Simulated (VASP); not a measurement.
A run of VASP 6.6.1:

File POSCAR:

```
NiO
1.0
    4.1800000000      2.0900000000      2.0900000000
    2.0900000000      4.1800000000      2.0900000000
    2.0900000000      2.0900000000      4.1800000000
Ni O
2 2
Direct
    0.0000000000      0.0000000000      0.0000000000
    0.5000000000      0.5000000000      0.5000000000
    0.2500000000      0.2500000000      0.2500000000
    0.7500000000      0.7500000000      0.7500000000
```

Contents of INCAR.step1:

```
PREC = Accurate
ENCUT = 600
EDIFF = 1E-8
ISMEAR = 0
SIGMA = 0.15
LREAL = False
LASPH = True
NELM = 150
ALGO = Fast
ISIF = 3
LWAVE = False
LCHARG = False
ISPIN = 2
MAGMOM = 2 -2 0 0
LORBIT = 11
LMAXMIX = 4
GGA = PS
IBRION = 2
NSW = 40
EDIFFG = -0.002
KPAR = 4
```

INCAR.step2

```
PREC = Accurate
ENCUT = 600
EDIFF = 1E-8
ISMEAR = 0
SIGMA = 0.15
LREAL = False
LASPH = True
NELM = 150
ALGO = Fast
ISIF = 3
LWAVE = False
LCHARG = False
ISPIN = 2
MAGMOM = 2 -2 0 0
LORBIT = 11
LMAXMIX = 4
GGA = PS
IBRION = 6
NFREE = 2
POTIM = 0.015
NSW = 1
KPAR = 4
```

KPOINTS

```
regular mesh
0
Gamma
  7 7 7
```

Potentials or basis: VASP PAW PBE potentials, release 64 (Ni, O).

Launch:

```bash
$ cat potpaw_PBE.64/Ni/POTCAR potpaw_PBE.64/O/POTCAR > POTCAR
$ cp INCAR.step1 INCAR
$ mpirun -np 4 vasp_std > vasp.out
$ cp CONTCAR POSCAR
$ cp INCAR.step2 INCAR
$ mpirun -np 4 vasp_std > vasp.out
```

Hardware: 4 MPI ranks on AMD EPYC 9R45 96-Core Processor (Zen 5) (shared host).

Task: Estimate the wall time of this run.

Result: Wall time 27 min on 4 MPI ranks on AMD EPYC 9R45 96-Core Processor (Zen 5) (shared host), peak memory 0.57 GiB a rank. Counts: scf iterations 231, k points 44, ion steps 8.
